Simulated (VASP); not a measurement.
# Si2W: structure and properties in VASP, part 2 of 5

What structure does Si2W take at this level, and what are its properties? The start is a cell from a database of measured crystal structures.

VASP 6.6.1, plane waves and PAW; the level of theory is named at each step.

So far. Step 2 (Full relaxation (PBE + D3(BJ))): It ends with a largest force of 0.002 eV/Å and a pressure of -0.10 GPa. The volume lies -1.9 % from that of the database's start, which holds the thermal and zero-point expansion of its experiment. Step 3 (Second relaxation): It ends with forces under 0.001 eV/Å and a pressure of 0.01 GPa. The volume moved by only 0.05 %, so the volume is settled.

## (4) Density, ELF and potential (PBE + D3(BJ))

Level of this step: PBE with D3(BJ); plane waves and PAW (Si, W) (VASP).

The relaxed cell gets a fresh self-consistent run, on a basis set for its own volume, to fix the density and to check the remaining stress.

The input, INCAR:

```
SYSTEM = Si2W
PREC = Accurate
ENCUT = 400
EDIFF = 1E-06
NELM = 100
ISMEAR = 0
SIGMA = 0.05
LREAL = .FALSE.
ALGO = Normal
GGA = PE
IVDW = 12
NBANDS = 13
LASPH = .TRUE.
LORBIT = 11
LWAVE = .FALSE.
LCHARG = .TRUE.
ISIF = 2
LELF = .TRUE.
LVHAR = .TRUE.
```

The input, POSCAR:

```
Si2W
1.0
   -1.5957015018      1.5957015018      3.8947253072
    1.5957015018     -1.5957015018      3.8947253072
    1.5957015018      1.5957015018     -3.8947253072
Si W
2 1
Direct
    0.3343069257      0.3343069257      0.0000000000
    0.6656930743      0.6656930743      0.0000000000
    0.0000000000      0.0000000000      0.0000000000
```

The input, KPOINTS:

```
Automatic mesh
0
Gamma
10 10 10
0 0 0
```

The projector-augmented-wave data sets are Si and W (PBE family, release 64).

Run with:

```sh
$ mpirun -np 2 vasp_std
```

The log of the run:

```text
[banner, memory and clock lines left out]
running    2 mpi-ranks, on    1 nodes
 distrk:  each k-point on    2 cores,    1 groups
 distr:  one band on    1 cores,    2 groups

 POSCAR found type information on POSCAR SiW
 POSCAR found :  2 types and       3 ions
 LDA part: xc-table for (Slater+PW92), standard interpolation
|                                                                             |
|           W    W    AA    RRRRR   N    N  II  N    N   GGGG   !!!           |
|           W    W   A  A   R    R  NN   N  II  NN   N  G    G  !!!           |
|           W    W  A    A  R    R  N N  N  II  N N  N  G       !!!           |
|           W WW W  AAAAAA  RRRRR   N  N N  II  N  N N  G  GGG   !            |
|           WW  WW  A    A  R   R   N   NN  II  N   NN  G    G                |
|           W    W  A    A  R    R  N    N  II  N    N   GGGG   !!!           |
|                                                                             |
|     The number of bands has been changed from the values supplied in        |
|     The orbitals not found in the WAVECAR file will be initialized with     |
|     random numbers, which is usually adequate. For correlated               |
|     calculations, however, you should redo the groundstate calculation.     |
|     I found NBANDS = 13. Now, NBANDS = 14.                                  |
|                                                                             |

 POSCAR, INCAR and KPOINTS ok, starting setup
 FFT: planning ... GRIDC
 FFT: planning ... GRID_SOFT
 FFT: planning ... GRID
 WAVECAR not read
 entering main loop
       N       E                     dE             d eps       ncg     rms          rms(c)
DAV:   1     0.173488589692E+02    0.17349E+02   -0.50727E+03  2976   0.697E+02
DAV:   2    -0.241484814826E+02   -0.41497E+02   -0.37791E+02  3632   0.156E+02
DAV:   3    -0.257239854739E+02   -0.15755E+01   -0.15552E+01  3866   0.254E+01
DAV:   4    -0.257388795950E+02   -0.14894E-01   -0.14872E-01  3240   0.305E+00
DAV:   5    -0.257390897213E+02   -0.21013E-03   -0.21010E-03  3844   0.307E-01    0.268E+01
DAV:   6    -0.249926387168E+02    0.74645E+00   -0.18752E+00  4024   0.863E+00    0.111E+01
DAV:   7    -0.248836754640E+02    0.10896E+00   -0.19455E-01  3252   0.286E+00    0.568E+00
DAV:   8    -0.248605789710E+02    0.23096E-01   -0.35712E-02  3660   0.132E+00    0.548E-01
DAV:   9    -0.248602745672E+02    0.30440E-03   -0.17733E-03  3196   0.278E-01    0.294E-01
DAV:  10    -0.248602697242E+02    0.48430E-05   -0.30025E-04  3666   0.104E-01    0.666E-02
DAV:  11    -0.248602523622E+02    0.17362E-04   -0.45371E-05  3468   0.459E-02    0.253E-02
DAV:  12    -0.248602525349E+02   -0.17279E-06   -0.15127E-06  2500   0.904E-03
   1 F= -.26611475E+02 E0= -.26611096E+02  d E =-.758090E-03
```

Wall time 22 s (2 MPI ranks of Intel Xeon Platinum 8488C (Sapphire Rapids), shared host); peak memory 0.33 GiB; 37 s of CPU time.

OUTCAR, selected parts (step 4):

```text
  LATTYP: Found a body centered tetragonal cell.
 ALAT       =     3.1914030036
 C/A-ratio  =     2.4407605701

The static configuration has the point symmetry D_4h.

 Found    102 irreducible k-points:

   k-points           NKPTS =    102   k-points in BZ     NKDIM =    102   number of bands    NBANDS=     14

   NELECT =      14.0000    total number of electrons

 E-fermi :  10.7961

 k-point     1 :       0.0000    0.0000    0.0000
  band No.  band energies     occupation
    ...
      2       3.8237      2.00000
      3       7.0436      2.00000
      4       7.3848      2.00000
      5       7.8948      2.00000
      6       7.8948      2.00000
      7      11.4300      0.00000
      8      13.6733      0.00000
      9      13.6882      0.00000
     10      13.9916      0.00000
     11      13.9916      0.00000
    ...

 k-point     2 :       0.1000    0.0000    0.0000
  band No.  band energies     occupation
    ...
      3       6.4773      2.00000
      4       7.3824      2.00000
      5       8.0242      2.00000
      6       8.1072      2.00000
      7      10.7513      1.79527
      8      13.1169      0.00000
      9      13.4607      0.00000
     10      14.2544      0.00000
     11      14.7565      0.00000
     12      15.7092      0.00000
    ...

 Edisp (eV)   -1.75122

  Total      -0.00228    -0.00228     0.00421     0.00000     0.00000     0.00000
  in kB      -0.09198    -0.09198     0.16989     0.00000     0.00000     0.00000
  external pressure =       -0.00 kB  Pullay stress =        0.00 kB

 POSITION                                       TOTAL-FORCE (eV/Angst)
 -----------------------------------------------------------------------------------
      0.00000      0.00000      2.60407         0.000000      0.000000      0.000080
      0.00000      0.00000      5.18538        -0.000000     -0.000000     -0.000080
      0.00000      0.00000      0.00000        -0.000000     -0.000000      0.000000
 -----------------------------------------------------------------------------------
    total drift:                                0.000000      0.000000      0.000000

  FREE ENERGIE OF THE ION-ELECTRON SYSTEM (eV)
  ---------------------------------------------------
  free  energy   TOTEN  =       -26.6114746489 eV

  energy  without entropy=      -26.6107165593  energy(sigma->0) =      -26.61109560

[... 5 parts as in an earlier step ...]

[... 7 further parts left out ...]
```

Numbers from this step:

```yaml
scf_cycles: 12
bands: 14
pressure: -4.69e-4 GPa
```

Valence electrons inside each PAW sphere by angular momentum. Sphere charges, by row:

| atom | s (e) | p (e) | d (e) | tot (e) |
| --- | --- | --- | --- | --- |
| Si1 | 0.736 | 0.904 | 0 | 1.64 |
| Si2 | 0.736 | 0.904 | 0 | 1.64 |
| W3 | 0.571 | 0.696 | 4.536 | 5.803 |

Electrostatic potential energy in the ac plane of the conventional cell at fractional y = 0.000, with atoms of Si and W within 0.2 Å of it. With pseudopotentials it is smooth inside the atoms' cores, unlike the true potential.

Values in eV, 24 rows by 14 columns, each cell a mean:
```
-32 -30 -26 -20 -13  -6  -2   0  -2  -8 -15 -22 -28 -31
-25 -24 -19 -14  -8  -3   0   0  -1  -4 -10 -16 -21 -24
-15 -14 -11  -7  -3  -1   1   1   0  -1  -4  -8 -12 -14
 -7  -6  -4  -2   0   1   1   1   1   0  -1  -2  -4  -6
 -7  -6  -4  -2   0   0   1   1   1   0  -1  -2  -4  -6
-30 -24 -14  -7  -3  -1   0   1   0  -1  -4  -8 -17 -26
-76 -67 -42 -18  -7  -2   0   1   0  -3  -9 -24 -52 -70
-92 -90 -64 -30  -9  -3   0   1   0  -4 -13 -39 -76 -91
-90 -84 -57 -25  -8  -2   0   1   0  -4 -11 -34 -68 -87
-55 -47 -27 -11  -5  -1   0   1   0  -2  -6 -15 -34 -50
-14 -11  -7  -4  -2   0   0   0   0  -1  -2  -5  -9 -12
 -5  -4  -2  -1   0   0   0   0   0   0   0  -1  -3  -4
 -7  -6  -4  -2  -1   0   0   0   0   0  -1  -3  -5  -6
-32 -26 -14  -7  -3  -1   0   0   0  -1  -4  -8 -18 -28
-79 -70 -44 -19  -7  -2   0   1   0  -3  -9 -25 -54 -73
-92 -91 -65 -30  -9  -3   0   1   0  -4 -13 -40 -77 -91
-89 -83 -56 -25  -8  -2   0   1   0  -4 -11 -33 -67 -85
-52 -44 -26 -11  -5  -1   0   1   0  -2  -6 -14 -32 -47
-13 -11  -7  -4  -1   0   1   1   0   0  -2  -4  -8 -11
 -5  -5  -3  -1   0   1   1   1   1   0   0  -2  -4  -5
-10  -9  -7  -4  -1   0   1   1   1   0  -2  -5  -8 -10
-21 -19 -15 -11  -6  -2   0   1   0  -3  -7 -12 -17 -20
-29 -28 -23 -17 -11  -4  -1   0  -2  -6 -13 -19 -25 -28
-33 -32 -27 -21 -14  -6  -2  -1  -3  -9 -16 -23 -29 -32
```
Columns run along a (3.2 Å; values clipped at the 3rd and 97th percentile), rows up along c (7.8 Å), edges of the conventional cell, whose origin can differ from the input's. Atoms in or near the plane, at fractional coordinates: Si at (0.00, 0.33), Si at (0.00, 0.67), W at (0.00, 0.00).

Valence density in the ac plane of the conventional cell at fractional y = 0.000, with atoms of Si and W within 0.2 Å of it. It is the smooth field of the valence electrons, not physical close to the nuclei.

Values in e/Å³, 24 rows by 14 columns, each cell a mean:
```
 0.79  0.74  0.61  0.48  0.36  0.28  0.25  0.25  0.26  0.30  0.39  0.52  0.65  0.75
 0.58  0.60  0.57  0.46  0.35  0.28  0.26  0.25  0.26  0.30  0.38  0.50  0.59  0.60
 0.46  0.46  0.42  0.36  0.30  0.26  0.24  0.23  0.24  0.27  0.32  0.38  0.44  0.46
 0.40  0.39  0.35  0.31  0.27  0.23  0.21  0.20  0.21  0.24  0.28  0.32  0.37  0.39
 0.45  0.43  0.38  0.32  0.26  0.21  0.18  0.17  0.18  0.22  0.27  0.33  0.40  0.43
 0.46  0.45  0.41  0.35  0.27  0.20  0.16  0.15  0.17  0.22  0.29  0.37  0.43  0.46
 0.22  0.27  0.35  0.36  0.29  0.22  0.17  0.16  0.18  0.24  0.32  0.36  0.33  0.25
-0.10  0.04  0.26  0.36  0.33  0.25  0.21  0.19  0.21  0.28  0.35  0.35  0.20 -0.01
 0.00  0.13  0.33  0.41  0.37  0.29  0.24  0.22  0.25  0.31  0.39  0.40  0.27  0.08
 0.30  0.35  0.42  0.42  0.36  0.30  0.26  0.25  0.27  0.32  0.38  0.42  0.40  0.33
 0.38  0.38  0.38  0.36  0.32  0.28  0.26  0.25  0.26  0.29  0.33  0.37  0.38  0.38
 0.34  0.33  0.33  0.31  0.29  0.27  0.25  0.25  0.26  0.27  0.30  0.31  0.33  0.34
 0.36  0.36  0.35  0.33  0.30  0.27  0.26  0.25  0.26  0.28  0.31  0.33  0.35  0.36
 0.37  0.39  0.41  0.39  0.35  0.29  0.26  0.25  0.27  0.31  0.36  0.40  0.41  0.38
 0.15  0.25  0.38  0.42  0.37  0.30  0.25  0.24  0.26  0.32  0.39  0.42  0.34  0.21
-0.11  0.04  0.28  0.38  0.35  0.27  0.22  0.21  0.23  0.30  0.37  0.37  0.20 -0.01
 0.04  0.14  0.30  0.36  0.31  0.23  0.19  0.17  0.20  0.26  0.33  0.35  0.25  0.10
 0.38  0.40  0.40  0.36  0.28  0.21  0.16  0.15  0.17  0.23  0.30  0.37  0.41  0.39
 0.48  0.45  0.40  0.33  0.26  0.20  0.17  0.16  0.17  0.22  0.28  0.35  0.42  0.46
 0.41  0.40  0.36  0.31  0.26  0.22  0.19  0.19  0.20  0.23  0.27  0.32  0.37  0.40
 0.42  0.41  0.37  0.33  0.28  0.25  0.23  0.22  0.23  0.26  0.29  0.34  0.39  0.41
 0.52  0.53  0.50  0.41  0.33  0.27  0.25  0.24  0.25  0.29  0.35  0.44  0.52  0.53
 0.68  0.67  0.61  0.49  0.36  0.28  0.26  0.25  0.26  0.30  0.39  0.53  0.64  0.68
 0.90  0.78  0.59  0.46  0.36  0.28  0.25  0.25  0.26  0.30  0.38  0.49  0.65  0.82
```
Columns run along a (3.2 Å), rows up along c (7.8 Å), edges of the conventional cell, whose origin can differ from the input's. Atoms in or near the plane, at fractional coordinates: Si at (0.00, 0.33), Si at (0.00, 0.67), W at (0.00, 0.00).

ELF in the ac plane of the conventional cell at fractional y = 0.000, with atoms of Si and W within 0.2 Å of it. It is the smooth field of the valence electrons, not physical close to the nuclei.

Ten even steps from '_' (0.00) to '@' (0.76), each cell a mean:
```
______....::==++==::..______
____..::::--==++==--::::..__
::::----============----::::
++++++++====------==++++++++
@@@@%%**++--::::::==++##%%@@
@@@@%%##++--....::--**##%%@@
++++****++--::..::==****++++
..::==****++------++**++--..
..::++##%%**++==++##%%##==::
--++##%%%%##++++**##%%%%**==
++**######**++++++**######**
++********++++++++**********
++****##****++++++****##****
++**##%%%%**++++**##%%%%##++
::--**%%%%##++++++##%%%%++--
__::==####**==--==**##**--..
::--==**++==::::--==****==--
%%######++--....::--**######
@@@@%%##++--::..::--++##@@@@
######**++----::--==++**####
----======================--
__..::----==++++==----::::..
______..::--==++==::::..____
________..::==++--::..______
```
Columns run along a (3.2 Å), rows up along c (7.8 Å), edges of the conventional cell, whose origin can differ from the input's. Atoms in or near the plane, at fractional coordinates: Si at (0.00, 0.33), Si at (0.00, 0.67), W at (0.00, 0.00).

In this run the pressure is 0.00 GPa, small enough to go on.

## (5) Band structure (PBE + D3(BJ))

The mesh alone shows little of the dispersion and can miss band extrema, so KPOINTS_OPT adds a path through the symmetry points after the self-consistent cycle.

The input, INCAR:

```
SYSTEM = Si2W
PREC = Accurate
ENCUT = 400
EDIFF = 1E-06
NELM = 100
ISMEAR = 0
SIGMA = 0.05
LREAL = .FALSE.
ALGO = Normal
GGA = PE
IVDW = 12
NBANDS = 20
LASPH = .TRUE.
LORBIT = 11
LWAVE = .FALSE.
LCHARG = .FALSE.
KPAR = 2
```

POSCAR is that of step 4.

KPOINTS is that of step 4.

The input, KPOINTS_OPT:

```
Line mode
16
Line-mode
Reciprocal
  0.00000000   0.00000000   0.00000000 GAMMA
  0.00000000   0.00000000   0.50000000 X

  0.00000000   0.00000000   0.50000000 X
 -0.08393047   0.08393047   0.50000000 Y

 -0.08393047   0.08393047   0.50000000 Y
 -0.29196523   0.29196523   0.29196523 S

 -0.29196523   0.29196523   0.29196523 S
  0.00000000   0.00000000   0.00000000 GAMMA

  0.00000000   0.00000000   0.00000000 GAMMA
  0.50000000   0.50000000  -0.50000000 Z

  0.50000000   0.50000000  -0.50000000 Z
  0.29196523   0.70803477  -0.29196523 S1

  0.29196523   0.70803477  -0.29196523 S1
  0.00000000   0.50000000   0.00000000 N

  0.00000000   0.50000000   0.00000000 N
  0.25000000   0.25000000   0.25000000 P

  0.25000000   0.25000000   0.25000000 P
  0.50000000   0.50000000  -0.08393047 Y1

  0.50000000   0.50000000  -0.08393047 Y1
  0.50000000   0.50000000  -0.50000000 Z

  0.00000000   0.00000000   0.50000000 X
  0.25000000   0.25000000   0.25000000 P
```

Run with:

```sh
$ mpirun -np 2 vasp_std
```

The log of the run:

```text
[... set-up lines as in an earlier step ...]
 entering main loop
       N       E                     dE             d eps       ncg     rms          rms(c)
DAV:   1     0.173973000312E+02    0.17397E+02   -0.47573E+03  4104   0.489E+02
DAV:   2    -0.243036150058E+02   -0.41701E+02   -0.38451E+02  5028   0.124E+02
DAV:   3    -0.257313857953E+02   -0.14278E+01   -0.14066E+01  5108   0.179E+01
DAV:   4    -0.257390362982E+02   -0.76505E-02   -0.76461E-02  4880   0.170E+00
DAV:   5    -0.257390937481E+02   -0.57450E-04   -0.57448E-04  5076   0.138E-01    0.268E+01
DAV:   6    -0.249917331822E+02    0.74736E+00   -0.10159E+00  5812   0.604E+00    0.110E+01
DAV:   7    -0.248829873992E+02    0.10875E+00   -0.16830E-01  4496   0.212E+00    0.578E+00
DAV:   8    -0.248606276973E+02    0.22360E-01   -0.31888E-02  4812   0.973E-01    0.643E-01
DAV:   9    -0.248602782027E+02    0.34949E-03   -0.14912E-03  4564   0.213E-01    0.370E-01
DAV:  10    -0.248602827675E+02   -0.45648E-05   -0.21630E-04  4924   0.687E-02    0.992E-02
DAV:  11    -0.248602525693E+02    0.30198E-04   -0.44027E-05  4616   0.337E-02    0.284E-02
DAV:  12    -0.248602525969E+02   -0.27574E-07   -0.17564E-06  4636   0.726E-03
   1 F= -.26611475E+02 E0= -.26611096E+02  d E =-.758157E-03
 Start KPOINTS_OPT (optional k-point list driver)
k-point batch [1-102\176]
       N       E                     dE             ncg
DAV:   1     0.126523310639E+05   -0.22181E+05     4080
DAV:   2     0.825072314923E+04   -0.44016E+04     5088
DAV:   3     0.809019756777E+04   -0.16053E+03     5164
DAV:   4     0.808934766524E+04   -0.84990E+00     5056
DAV:   5     0.808934141187E+04   -0.62534E-02     5120
DAV:   6     0.808934134493E+04   -0.66939E-04     5152
DAV:   7     0.808934134414E+04   -0.78881E-06     4404
k-point batch [103-176\176]
       N       E                     dE             ncg
DAV:   1     0.184113239537E+05   -0.27615E+05     2976
DAV:   2     0.153998069403E+05   -0.30115E+04     3700
DAV:   3     0.153028376556E+05   -0.96969E+02     3708
DAV:   4     0.153023603234E+05   -0.47733E+00     3652
DAV:   5     0.153023569035E+05   -0.34199E-02     3692
DAV:   6     0.153023568697E+05   -0.33773E-04     3712
DAV:   7     0.153023568694E+05   -0.34785E-06     3096
```

It took 54 s on 2 MPI ranks; peak memory 0.46 GiB.

Parts of OUTCAR (step 5):

```text
   k-points           NKPTS =    102   k-points in BZ     NKDIM =    102   number of bands    NBANDS=     20

   NELECT =      14.0000    total number of electrons

 E-fermi :  10.7962

 k-point     1 :       0.0000    0.0000    0.0000
  band No.  band energies     occupation
    ...
      2       3.8238      2.00000
      3       7.0436      2.00000
      4       7.3849      2.00000
      5       7.8948      2.00000
      6       7.8948      2.00000
      7      11.4301      0.00000
      8      13.6733      0.00000
      9      13.6882      0.00000
     10      13.9916      0.00000
     11      13.9916      0.00000
    ...

 Edisp (eV)   -1.75122

  Total      -0.00247    -0.00247     0.00394     0.00000     0.00000     0.00000
  in kB      -0.09962    -0.09962     0.15903     0.00000     0.00000     0.00000
  external pressure =       -0.01 kB  Pullay stress =        0.00 kB

 POSITION                                       TOTAL-FORCE (eV/Angst)
 -----------------------------------------------------------------------------------
      0.00000      0.00000      2.60407         0.000000      0.000000      0.000016
      0.00000      0.00000      5.18538        -0.000000     -0.000000     -0.000016
      0.00000      0.00000      0.00000        -0.000000     -0.000000     -0.000000
 -----------------------------------------------------------------------------------
    total drift:                                0.000000      0.000000      0.000000

  FREE ENERGIE OF THE ION-ELECTRON SYSTEM (eV)
  ---------------------------------------------------
  free  energy   TOTEN  =       -26.6114747108 eV

  energy  without entropy=      -26.6107165535  energy(sigma->0) =      -26.61109563

[... 8 parts as in an earlier step ...]

[... 8 further parts left out ...]
```

Spin-orbit coupling is off here; with elements this heavy it splits and shifts levels by tenths of an eV or more.

This step gave:

```yaml
bands: 20
pressure: -0.001340 GPa
```

Electronic bands along the path, in eV, zero at the Fermi level; # counts the bands kept, so #1 is VASP's band 2:

```csv
point,#3,#4,#5,#6,#7,#8,#9,#10
Γ,-3.41,-2.90,-2.90,0.63,2.88,2.89,3.20,3.20
0.47 of the way,-5.44,-3.14,-2.93,-1.93,3.13,3.39,3.89,4.21
X,-5.51,-5.10,-3.34,-1.77,2.88,3.06,3.22,3.93
0.53 of the way,-5.12,-4.98,-3.30,-1.98,2.50,2.70,3.21,4.43
Y,-5.21,-4.12,-3.20,-2.34,2.02,2.18,3.12,5.21
0.47 of the way,-3.81,-3.03,-2.81,-1.69,1.44,1.94,2.78,4.22
S,-3.12,-2.74,-2.54,-0.35,1.80,2.59,3.58,4.51
0.53 of the way,-3.94,-2.65,-2.13,-1.76,1.53,2.36,4.00,5.25
Γ,-3.41,-2.90,-2.90,0.63,2.88,2.89,3.20,3.20
0.47 of the way,-2.55,-2.40,-2.40,0.71,1.66,1.77,1.77,3.99
Z,-2.65,-0.83,-0.83,-0.52,-0.52,0.82,4.62,5.11
0.47 of the way,-2.98,-1.73,-1.39,-0.34,-0.01,1.62,4.19,5.54
S1,-3.12,-2.74,-2.54,-0.35,1.80,2.59,3.58,4.51
0.47 of the way,-3.75,-2.80,-2.77,-0.45,2.44,3.02,3.21,4.36
N,-4.94,-2.84,-2.84,-0.46,2.79,2.85,4.04,4.55
0.47 of the way,-4.68,-3.35,-2.31,-1.95,0.44,2.81,3.80,3.89
P,-6.72,-3.07,-2.48,-2.48,0.14,3.06,3.76,4.14
0.47 of the way,-5.91,-3.79,-3.01,-2.15,1.10,2.80,3.75,4.07
Y1,-5.21,-4.12,-3.20,-2.34,2.02,2.18,3.12,5.21
0.53 of the way,-4.87,-1.81,-1.68,-0.73,-0.05,1.67,3.93,5.64
Z,-2.65,-0.83,-0.83,-0.52,-0.52,0.82,4.62,5.11
jump to X,-5.51,-5.10,-3.34,-1.77,2.88,3.06,3.22,3.93
0.47 of the way,-6.29,-4.04,-3.09,-1.95,1.38,3.06,3.69,3.99
P,-6.72,-3.07,-2.48,-2.48,0.14,3.06,3.76,4.14
```

Of the projections kept (Si, W), the largest for each band there; the rest of the weight can lie on other orbitals:

```
point       #3       #4       #5      #6       #7      #8       #9      #10
    Γ   W 1.00   W 0.68   W 0.68  W 1.00  Si 0.73       -  Si 0.61  Si 0.61
    X  Si 0.89   W 0.66   W 0.86  W 0.64  Si 0.73  W 1.00   W 0.94   W 0.89
    Y   W 0.65  Si 0.67   W 0.86  W 0.73  Si 0.54  W 0.98   W 0.89   W 0.74
    S   W 0.85   W 0.79   W 0.73  W 0.99   W 0.91  W 0.92   W 0.55  Si 0.89
    Γ   W 1.00   W 0.68   W 0.68  W 1.00  Si 0.73       -  Si 0.61  Si 0.61
    Z   W 0.91  Si 0.80  Si 0.80  W 0.93   W 0.93  W 1.00  Si 0.97  Si 0.70
```

There is no gap at this level.

[end of part 2 of 5]

[Lines on the potential files, build, host, timing and source positions are cut from VASP's logs without a mark.]

[Logs are printed without paths, hosts, clocks, repeated set-up lines and the standing remarks that a program may print on its own settings, such as how far it seeks lower states.]

[Hosts, paths, dates, database ids (printed as entryN), source tags and the programs' standing remarks are cut or masked in the printed files.]

[A measured line is paired with the nearest computed mode of its activity, which favours agreement.]
